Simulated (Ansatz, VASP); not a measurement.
# Cross-check of H3BrO between VASP and Ansatz

Wanted: the spread between two codes on one cell, functional and k mesh. The cell is taken from a series of runs on this material, whose earlier steps may have relaxed, scaled, displaced or heated it; both programs get it as it stands.

Program: Ansatz 0.2.0. Level of theory: plane waves, with VASP 6.6.1 beside it; dielectric response at PBEsol. Results are calculated unless marked as measured.

## Step 1: Set-up

It takes space group Cm (No. 8, monoclinic). Conventional cell: a = 6.973 Å, b = 4.952 Å, c = 4.430 Å, α = 90.00°, β = 112.77°, γ = 90.00°. Nearest to H lie 1 O at 1.03 Å. Nearest to Br lie 3 H at 2.08 to 2.09 Å. O has 3 H at 1.03 Å nearest. Farther neighbours and most contacts between anions are not listed.

Coordinates:

```cif
data_structure
_symmetry_space_group_name_H-M 'P 1'
_symmetry_Int_Tables_number 1
_cell_length_a 4.2763
_cell_length_b 4.2763
_cell_length_c 4.4298
_cell_angle_alpha 108.392
_cell_angle_beta 108.392
_cell_angle_gamma 70.768
_cell_volume 70.53
loop_
_atom_site_label
_atom_site_type_symbol
_atom_site_fract_x
_atom_site_fract_y
_atom_site_fract_z
_atom_site_occupancy
H1 H 0.31447 0.31447 0.35244 1
H2 H 0.64267 0.30794 0.68004 1
H3 H 0.30794 0.64267 0.68004 1
Br4 Br 0.01609 0.01609 0.98866 1
O5 O 0.46024 0.46024 0.53629 1
```

## Step 2: VASP: dielectric response, PBEsol

The response to a field tests empty states and converges slowly with the mesh.

Lines of VASP's logs that name or quote its potential files are left out, and so is its time.

Input file INCAR:

```
SYSTEM = H3BrO
PREC = Accurate
ENCUT = 520
EDIFF = 1E-08
NELM = 120
ISMEAR = 0
SIGMA = 0.01
LREAL = .FALSE.
ALGO = Normal
GGA = PS
NBANDS = 14
LORBIT = 11
LWAVE = .FALSE.
LCHARG = .FALSE.
ISIF = 2
LEPSILON = .TRUE.
LASPH = .TRUE.
GGA_COMPAT = .FALSE.
KPAR = 2
```

Input file POSCAR:

```
H3BrO
1.0
    3.4864190000     -2.4762090000      0.0000000000
    3.4864190000      2.4762090000      0.0000000000
   -1.7143410000      0.0000000000      4.0845760000
H Br O
3 1 1
Direct
    0.3144720000      0.3144720000      0.3524410000
    0.6426750000      0.3079420000      0.6800360000
    0.3079420000      0.6426750000      0.6800360000
    0.0160870000      0.0160870000      0.9886600000
    0.4602420000      0.4602420000      0.5362860000
```

Input file KPOINTS:

```
Automatic mesh
0
Gamma
6 6 6
0 0 0
```

Potentials, in the order of the species: H, Br and O (PBE family, release 64).

On the command line:

```
mpirun -np 2 vasp_std
```

Numbers of over 12 decimals in the logs are rounded to 6 here.

The program printed:

```text
[banner, memory and clock lines left out]
running    2 mpi-ranks, on    1 nodes
 distrk:  each k-point on    1 cores,    2 groups
 distr:  one band on    1 cores,    1 groups

 POSCAR found type information on POSCAR H BrO
 POSCAR found :  3 types and       5 ions
|                                                                             |
|               ----> ADVICE to this user running VASP <----                  |
|                                                                             |
|     You enforced a specific xc type in the INCAR file but a different       |
|     [... a line on the potential file left out ...]
|     I HOPE YOU KNOW WHAT YOU ARE DOING!                                     |
|                                                                             |

 LDA part: xc-table for (Slater+PW92), standard interpolation
 POSCAR, INCAR and KPOINTS ok, starting setup
 FFT: planning ... GRIDC
 FFT: planning ... GRID_SOFT
 FFT: planning ... GRID
 WAVECAR not read
 entering main loop
       N       E                     dE             d eps       ncg     rms          rms(c)
DAV:   1     0.704099456462E+02    0.70410E+02   -0.69566E+03  1904   0.957E+02
DAV:   2    -0.160444802792E+02   -0.86454E+02   -0.80626E+02  2690   0.198E+02
DAV:   3    -0.219693843082E+02   -0.59249E+01   -0.58999E+01  2552   0.537E+01
DAV:   4    -0.220184606010E+02   -0.49076E-01   -0.49070E-01  2114   0.574E+00
DAV:   5    -0.220188392755E+02   -0.37867E-03   -0.37867E-03  2522   0.478E-01    0.665E+00
DAV:   6    -0.211101185549E+02    0.90872E+00   -0.24279E+00  2282   0.133E+01    0.285E+00
DAV:   7    -0.210902045582E+02    0.19914E-01   -0.11782E-01  2036   0.267E+00    0.176E+00
DAV:   8    -0.210963238890E+02   -0.61193E-02   -0.28223E-02  2540   0.133E+00    0.325E-01
DAV:   9    -0.210977260023E+02   -0.14021E-02   -0.18735E-03  2408   0.421E-01    0.918E-02
DAV:  10    -0.210981811793E+02   -0.45518E-03   -0.47501E-04  2108   0.172E-01    0.381E-02
DAV:  11    -0.210982482195E+02   -0.67040E-04   -0.55025E-05  2402   0.590E-02    0.157E-02
DAV:  12    -0.210982725104E+02   -0.24291E-04   -0.25651E-05  2066   0.383E-02    0.324E-03
DAV:  13    -0.210982735847E+02   -0.10743E-05   -0.14456E-06  2480   0.982E-03    0.183E-03
DAV:  14    -0.210982736806E+02   -0.95851E-07   -0.18978E-07  2060   0.314E-03    0.326E-04
DAV:  15    -0.210982737062E+02   -0.25633E-07   -0.31800E-08  2244   0.129E-03    0.233E-04
DAV:  16    -0.210982737043E+02    0.19222E-08   -0.20769E-09  1744   0.375E-04
   1 F= -.21098274E+02 E0= -.21098274E+02  d E =-.202140E-45
 Linear response reoptimize wavefunctions to high precision
DAV:   1    -0.210982737050E+02   -0.73317E-09   -0.55678E-10  1588   0.175E-04
DAV:   2    -0.210982737050E+02   -0.14779E-11   -0.47512E-11   994   0.478E-05
 Linear response G [H, r] |phi>, progress :
  Direction:   1
       N       E                     dE             d eps       ncg     rms
RMM:   1    -0.631253086212E+02   -0.63125E+02    0.89987E+01  4447   0.738E+01
RMM:   2    -0.622478146255E+02    0.87749E+00   -0.39550E+00  3258   0.150E+01
RMM:   3    -0.622871098229E+02   -0.39295E-01   -0.13379E-01  3408   0.218E+00
RMM:   4    -0.622879741821E+02   -0.86436E-03   -0.13260E-03  3624   0.228E-01
RMM:   5    -0.622879876158E+02   -0.13434E-04   -0.39815E-05  3726   0.368E-02
RMM:   6    -0.622879882290E+02   -0.61326E-06    0.11054E-06  3741   0.481E-03
RMM:   7    -0.622879883731E+02   -0.14403E-06    0.30790E-07  3481   0.829E-04
RMM:   8    -0.622879883969E+02   -0.23813E-07    0.30126E-08  3005   0.117E-04
RMM:   9    -0.622879883963E+02    0.57661E-09   -0.13195E-08  2340   0.356E-05
 Linear response G [H, r] |phi>, progress :
  Direction:   2
       N       E                     dE             d eps       ncg     rms
RMM:   1    -0.640836304549E+02   -0.64084E+02    0.88497E+01  4575   0.738E+01
RMM:   2    -0.618693750522E+02    0.22143E+01   -0.48010E+00  3281   0.149E+01
RMM:   3    -0.618884047330E+02   -0.19030E-01   -0.11013E-01  3495   0.183E+00
RMM:   4    -0.618886195787E+02   -0.21485E-03   -0.17254E-03  3754   0.214E-01
RMM:   5    -0.618885936873E+02    0.25891E-04   -0.77424E-05  3803   0.301E-02
RMM:   6    -0.618885903670E+02    0.33203E-05   -0.63779E-06  3867   0.408E-03
RMM:   7    -0.618885898527E+02    0.51433E-06   -0.57439E-07  3593   0.667E-04
RMM:   8    -0.618885898014E+02    0.51267E-07    0.13431E-08  2934   0.951E-05
RMM:   9    -0.618885898096E+02   -0.81573E-08   -0.17316E-08  2369   0.344E-05
 Linear response G [H, r] |phi>, progress :
  Direction:   3
       N       E                     dE             d eps       ncg     rms
RMM:   1    -0.639764060255E+02   -0.63976E+02    0.88941E+01  4668   0.748E+01
RMM:   2    -0.619261438011E+02    0.20503E+01   -0.50109E+00  3326   0.155E+01
RMM:   3    -0.619472171467E+02   -0.21073E-01   -0.11050E-01  3513   0.192E+00
RMM:   4    -0.619476280790E+02   -0.41093E-03   -0.15521E-03  3783   0.224E-01
RMM:   5    -0.619476253787E+02    0.27003E-05   -0.60926E-05  3839   0.319E-02
RMM:   6    -0.619476240415E+02    0.13372E-05   -0.57990E-06  3903   0.441E-03
RMM:   7    -0.619476236202E+02    0.42126E-06   -0.62171E-07  3678   0.723E-04
RMM:   8    -0.619476235682E+02    0.52086E-07    0.49279E-07  3046   0.106E-04
RMM:   9    -0.619476235832E+02   -0.15046E-07   -0.72275E-08  2407   0.353E-05
[...]
RMM:   4    -0.335583762671E+00   -0.10195E-05   -0.18349E-06  3620   0.604E-03
RMM:   5    -0.335583779637E+00   -0.16966E-07   -0.36910E-08  3371   0.799E-04
RMM:   6    -0.335583780049E+00   -0.41149E-09   -0.42800E-10  2612   0.114E-04
 change of polarisation eV/A/(eV/A) component  1 :     0.671     0.046     0.060
 dielectric tensor                  component  1 :     2.722     0.117     0.155
 Linear response to external field (no local field effect), progress :
  Direction:   2
       N       E                     dE             d eps       ncg     rms          rms(c)
RMM:   1    -0.395628287369E+00   -0.39563E+00   -0.11829E+00  4237   0.307E+00
RMM:   2    -0.397041675260E+00   -0.14134E-02   -0.73805E-03  3373   0.478E-01
RMM:   3    -0.397084504860E+00   -0.42830E-04   -0.15755E-04  3474   0.553E-02
RMM:   4    -0.397085552875E+00   -0.10480E-05   -0.16705E-06  3561   0.624E-03
RMM:   5    -0.397085569976E+00   -0.17101E-07   -0.31815E-08  3352   0.800E-04
RMM:   6    -0.397085570568E+00   -0.59216E-09    0.77527E-11  2567   0.109E-04
 change of polarisation eV/A/(eV/A) component  2 :     0.046     0.794     0.013
 dielectric tensor                  component  2 :     0.117     3.038     0.033
 Linear response to external field (no local field effect), progress :
  Direction:   3
       N       E                     dE             d eps       ncg     rms          rms(c)
RMM:   1    -0.395361785586E+00   -0.39536E+00   -0.11845E+00  4243   0.307E+00
RMM:   2    -0.396957427565E+00   -0.15956E-02   -0.73642E-03  3408   0.480E-01
RMM:   3    -0.397000812709E+00   -0.43385E-04   -0.15286E-04  3513   0.555E-02
RMM:   4    -0.397001764446E+00   -0.95174E-06   -0.20149E-06  3607   0.639E-03
RMM:   5    -0.397001772229E+00   -0.77831E-08   -0.72441E-08  3436   0.829E-04
 change of polarisation eV/A/(eV/A) component  3 :     0.060     0.013     0.794
 dielectric tensor                  component  3 :     0.155     0.033     3.037
 Linear response to external field, progress :
  Direction:   1
       N       E                     dE             d eps       ncg     rms          rms(c)
RMM:   1    -0.333369646023E+00   -0.33337E+00   -0.88823E-01  4204   0.265E+00
RMM:   2    -0.335535367728E+00   -0.21657E-02   -0.68964E-03  3380   0.443E-01    0.134E+00
RMM:   3    -0.296478601448E+00    0.39057E-01   -0.56487E-02  3393   0.123E+00    0.636E-01
RMM:   4    -0.303357000456E+00   -0.68784E-02   -0.21310E-02  3354   0.674E-01    0.211E-01
RMM:   5    -0.314015303897E+00   -0.10658E-01   -0.15646E-03  3393   0.231E-01    0.848E-02
RMM:   6    -0.321760630038E+00   -0.77453E-02   -0.32202E-04  3204   0.126E-01    0.227E-02
RMM:   7    -0.322369798623E+00   -0.60917E-03   -0.97314E-06  3503   0.210E-02    0.110E-02
RMM:   8    -0.323007235721E+00   -0.63744E-03   -0.68424E-06  3115   0.167E-02    0.175E-03
RMM:   9    -0.323074835659E+00   -0.67600E-04   -0.62719E-07  3495   0.477E-03    0.661E-04
RMM:  10    -0.323087391511E+00   -0.12556E-04   -0.10892E-07  3482   0.186E-03    0.257E-04
RMM:  11    -0.323078910510E+00    0.84810E-05   -0.17994E-08  3641   0.481E-04    0.867E-05
RMM:  12    -0.323076848099E+00    0.20624E-05   -0.18078E-08  3297   0.232E-04    0.360E-05
RMM:  13    -0.323075928958E+00    0.91914E-06   -0.38975E-08  2762   0.597E-05    0.798E-06
 change of polarisation eV/A/(eV/A) component  1 :     0.567     0.045     0.062
 dielectric tensor                  component  1 :     2.455     0.115     0.158
 Linear response to external field, progress :
  Direction:   2
       N       E                     dE             d eps       ncg     rms          rms(c)
RMM:   1    -0.395628720222E+00   -0.39563E+00   -0.11829E+00  7019   0.307E+00
RMM:   2    -0.397041838521E+00   -0.14131E-02   -0.73843E-03  5611   0.478E-01    0.140E+00
RMM:   3    -0.360097982026E+00    0.36944E-01   -0.45157E-02  5572   0.896E-01    0.708E-01
RMM:   4    -0.373618370014E+00   -0.13520E-01   -0.30107E-02  5644   0.796E-01    0.175E-01
RMM:   5    -0.388359305028E+00   -0.14741E-01   -0.10930E-03  5564   0.244E-01    0.291E-02
RMM:   6    -0.388943636532E+00   -0.58433E-03   -0.17386E-05  5662   0.295E-02    0.158E-02
RMM:   7    -0.390056745304E+00   -0.11131E-02   -0.15497E-05  5412   0.300E-02    0.300E-03
RMM:   8    -0.390169337077E+00   -0.11259E-03    0.13889E-06  5940   0.735E-03    0.111E-03
RMM:   9    -0.390168921416E+00    0.41566E-06   -0.23754E-07  6074   0.183E-03    0.436E-04
RMM:  10    -0.390165583971E+00    0.33374E-05    0.39979E-08  5713   0.883E-04    0.582E-05
RMM:  11    -0.390163850325E+00    0.17336E-05   -0.11690E-08  5205   0.106E-04    0.277E-05
RMM:  12    -0.390163198879E+00    0.65145E-06    0.40229E-09  4589   0.771E-05    0.476E-06
 change of polarisation eV/A/(eV/A) component  2 :    -0.000     0.691     0.000
 dielectric tensor                  component  2 :    -0.000     2.772     0.000
 Linear response to external field, progress :
  Direction:   3
       N       E                     dE             d eps       ncg     rms          rms(c)
RMM:   1    -0.395361785586E+00   -0.39536E+00   -0.11845E+00  4243   0.307E+00
RMM:   2    -0.396957427565E+00   -0.15956E-02   -0.73642E-03  3408   0.480E-01    0.143E+00
RMM:   3    -0.356428032922E+00    0.40529E-01   -0.50965E-02  3410   0.102E+00    0.705E-01
RMM:   4    -0.367849580392E+00   -0.11422E-01   -0.27941E-02  3406   0.757E-01    0.191E-01
RMM:   5    -0.377937398869E+00   -0.10088E-01   -0.64094E-04  3455   0.181E-01    0.746E-02
RMM:   6    -0.385090102133E+00   -0.71527E-02   -0.23223E-04  3323   0.110E-01    0.247E-02
RMM:   7    -0.385760366070E+00   -0.67026E-03   -0.17663E-05  3296   0.265E-02    0.617E-03
RMM:   8    -0.386312489644E+00   -0.55212E-03   -0.42417E-06  3430   0.133E-02    0.189E-03
RMM:   9    -0.386362155289E+00   -0.49666E-04   -0.69337E-07  3420   0.489E-03    0.569E-04
RMM:  10    -0.386364918445E+00   -0.27632E-05   -0.51966E-09  3726   0.116E-03    0.407E-04
RMM:  11    -0.386361306500E+00    0.36119E-05   -0.13429E-08  3546   0.575E-04    0.886E-05
RMM:  12    -0.386359100766E+00    0.22057E-05    0.96656E-09  3447   0.201E-04    0.243E-05
RMM:  13    -0.386359160658E+00   -0.59892E-07    0.54569E-09  2426   0.458E-05    0.171E-05
RMM:  14    -0.386358980857E+00    0.17980E-06    0.82770E-10  2303   0.518E-05    0.366E-06
 change of polarisation eV/A/(eV/A) component  3 :     0.062     0.012     0.683
 dielectric tensor                  component  3 :     0.158     0.031     2.752
 Born effective charges drift removed
```

From OUTCAR (step 2):

```text
ion  position               nearest neighbor table
   1  0.314  0.314  0.352-   5 1.03
   2  0.643  0.308  0.680-   5 1.03
   3  0.308  0.643  0.680-   5 1.03
   4  0.016  0.016  0.989-
   5  0.460  0.460  0.536-   2 1.03   3 1.03   1 1.03

  LATTYP: Found a base centered monoclinic cell.
 ALAT       =     6.9728380000
 B/A-ratio  =     0.7102442363
 C/A-ratio  =     0.6352871871
 COS(beta)  =    -0.3870058592

 Subroutine GETGRP returns: Found  2 space group operations
 (whereof  2 operations were pure point group operations)

The static configuration has the point symmetry C_1h.

 Found     68 irreducible k-points:

   k-points           NKPTS =     68   k-points in BZ     NKDIM =     68   number of bands    NBANDS=     14

   dimension x,y,z NGX =    32 NGY =   32 NGZ =   36
   dimension x,y,z NGXF=    64 NGYF=   64 NGZF=   72

   ENCUT  =  520.0 eV  38.22 Ry    6.18 a.u.   7.95  7.95  8.24*2*pi/ulx,y,z

   NELECT =      16.0000    total number of electrons

 k-points in reciprocal lattice and weights: Automatic mesh
   0.00000000  0.00000000  0.00000000       0.005
   0.16666667  0.00000000  0.00000000       0.019
   0.33333333  0.00000000  0.00000000       0.019
   0.50000000  0.00000000  0.00000000       0.009
   0.16666667  0.16666667  0.00000000       0.009
   0.33333333  0.16666667  0.00000000       0.019
   0.50000000  0.16666667  0.00000000       0.019
  -0.33333333  0.16666667 -0.00000000       0.019
  -0.16666667  0.16666667  0.00000000       0.009
[...]
-0.33333333  0.33333333  0.50000000       0.009
   0.50000000  0.50000000  0.50000000       0.005

 average (electrostatic) potential at core
       1 -39.8989       2 -39.9230       3 -39.9230       4 -65.1978       5 -78.4288

  Total       -0.0941874     -0.0546608     -0.2515877      0.0000000      0.0000000     -0.0195219
  in kB       -2.1397334     -1.2417752     -5.7155253      0.0000000      0.0000000     -0.4434943
  external PRESSURE =      -3.0323446 kB  Pullay stress =       0.0000000 kB

  energy-cutoff  :      520.00
  volume of cell :       70.53
      direct lattice vectors                 reciprocal lattice vectors
     3.486419000 -2.476209000  0.000000000     0.143413629 -0.201921566  0.060192261
     3.486419000  2.476209000  0.000000000     0.143413629  0.201921566  0.060192261
    -1.714341000  0.000000000  4.084576000     0.000000000  0.000000000  0.244823453

 POSITION                                       TOTAL-FORCE (eV/Angst)
 -----------------------------------------------------------------------------------
      1.58856      0.00000      1.43957        -0.096607      0.000000     -0.204433
      2.14844     -0.82887      2.77766         0.049691     -0.231372      0.153428
      2.14844      0.82887      2.77766         0.049691      0.231372      0.153428
     -1.58273      0.00000      4.03826         0.048023      0.000000     -0.080497
      2.28982      0.00000      2.19050        -0.050798      0.000000     -0.021926
 -----------------------------------------------------------------------------------
    total drift:                                0.000265      0.000000     -0.000173

 MACROSCOPIC STATIC DIELECTRIC TENSOR (including local field effects in DFT)
 ------------------------------------------------------
           2.454935     0.000000     0.158015
           0.000000     2.772147     0.000000
           0.157980     0.000000     2.752155
 ------------------------------------------------------

 PIEZOELECTRIC TENSOR (including local field effects)  for field in x, y, z        (C/m^2)
          XX          YY          ZZ          XY          YZ          ZX
  --------------------------------------------------------------------------------
  x    -0.03708    -0.04830    -0.06990     0.00000     0.00000    -0.01827
  y     0.00000     0.00000     0.00000    -0.00654     0.03375     0.00000
  z     0.00815     0.06760    -0.00397     0.00000     0.00000    -0.01727

 BORN EFFECTIVE CHARGES (including local field effects) (in |e|, cummulative output)
 ---------------------------------------------------------------------------------
 ion    1
    1     0.95592     0.00000     0.78272
    2     0.00000     0.14338     0.00000
    3     0.90215     0.00000     1.37422
 ion    2
    1     0.27147    -0.03587    -0.03615
    2     0.06555     1.41310    -0.86701
    3    -0.10725    -0.83770     0.75866
 ion    3
    1     0.27147     0.03587    -0.03615
    2    -0.06555     1.41310     0.86701
    3    -0.10725     0.83770     0.75866
 ion    4
    1    -0.75275     0.00000    -0.21804
    2     0.00000    -1.18802     0.00000
    3    -0.22294     0.00000    -1.19311
 ion    5
    1    -0.74612     0.00000    -0.49238
    2     0.00000    -1.78156     0.00000
    3    -0.46471     0.00000    -1.69842
```

(Continued in part 2 of 2.)

[Lines on the potential files, build, host, timing and source positions are cut from VASP's logs without a mark.]

[Logs are printed without paths, hosts, clocks, repeated set-up lines and the standing remarks that a program may print on its own settings, such as how far it seeks lower states.]

[Hosts, paths, dates, database ids (printed as entryN), source tags and the programs' standing remarks are cut or masked in the printed files.]
